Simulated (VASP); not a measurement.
Data:

```xyz
2
Lattice="2.9261 0.0000 0.0000 -1.4631 2.5341 0.0000 0.0000 0.0000 2.8733" Properties=species:S:1:pos:R:3 pbc="T T T"
N      0.0000     0.0000     0.0000
Ta     0.0000     1.6894     1.4366
```

Method: PBEsol GGA, VASP's PBE PAW potentials (set 64) (plane waves; VASP). Run with 520 eV cut-off, 16×16×14 Γ-centred mesh, tetrahedra with Blöchl corrections, potentials N Ta_pv.

Unless said otherwise, spin-orbit coupling is left out, though it shifts the bands of the heavy elements here.

**Question.** What does the run give for the energy per atom (σ→0), band gap (on the k-mesh) with the smallest direct gap where there is one?

**Answer.** 
The band gap (on the k-mesh) is none (metal, semimetal or under 0.01 eV) and the energy per atom (σ→0) comes out as -11.903 eV/atom.

The structure comes from a measured TaN entry (P-6m2) of the Crystallography Open Database, whose conditions weren't checked. It was relaxed first.
